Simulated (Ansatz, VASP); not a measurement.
# One calculation of Tl3Cu, two programs

```xyz
4
Lattice="4.6853 0.0000 0.0000 0.0000 4.6853 0.0000 0.0000 0.0000 4.6853" Properties=species:S:1:pos:R:3 pbc="T T T"
Tl    2.3427    2.3427    0.0000
Tl    2.3427    0.0000    2.3427
Tl    0.0000    2.3427    2.3427
Cu    0.0000    0.0000    0.0000
```

Change from the starting cell: volume scaled by 0.98.

Alike in both runs: task single point; functional PBE; k mesh 6 × 6 × 6; occupations fermi-dirac, width 0.05 eV; no spin polarisation.

|  | VASP | Ansatz |
| --- | --- | --- |
| version | VASP 6.6.1 | Ansatz 0.2.0 |
| potentials or method | VASP PAW PBE potentials, release 64 (Tl_d, Cu) | Ansatz PAW |
| plane-wave cutoff (eV) | 520 | 420 |
| valence electrons in the cell | 50 | 58 |

```csv
,VASP,Ansatz,Ansatz less VASP
gap on the k mesh at the Fermi level (eV),none,none,-
pressure (GPa),0.7,0.7,+0.02
```

A gap of «none» marks a metal or a gap that the smearing closes. The two sets of potentials don't hold the same shells in valence.

Spin-orbit coupling is left out, which matters for the levels of Tl.
